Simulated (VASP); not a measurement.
Y3F:

```
CELL_PARAMETERS angstrom
6.26665 0.00000 0.00000
-3.13333 5.42708 0.00000
0.00000 0.00000 3.36199
ATOMIC_POSITIONS crystal
Y 0.50000 0.00000 0.00000
Y 0.00000 0.50000 0.00000
Y 0.50000 0.50000 0.00000
F 0.00000 0.00000 0.00000
```

The cell was built by a generator and needn't be a form met in nature.

Base run:

- Program: VASP 6.6.1
- Functional: AM05
- Potentials or basis: VASP PAW PBE potentials, release 64 (Y_sv, F)
- Cutoff: 520 eV
- k mesh: 4 × 4 × 6
- Occupations: fermi-dirac, width 0.05 eV
- Spin: no spin polarisation

Its results: pressure -1.7 GPa.

Problem. The run is repeated on the same cell with these changes: functional from AM05 to PBE. What comes out?

Solution. Pressure -0.2 GPa.

PBE binds less tightly than AM05, so the same cell stands under more pressure.

Caveats: the PAW data sets were made with another functional, which shifts forces and pressure a little (some runs).
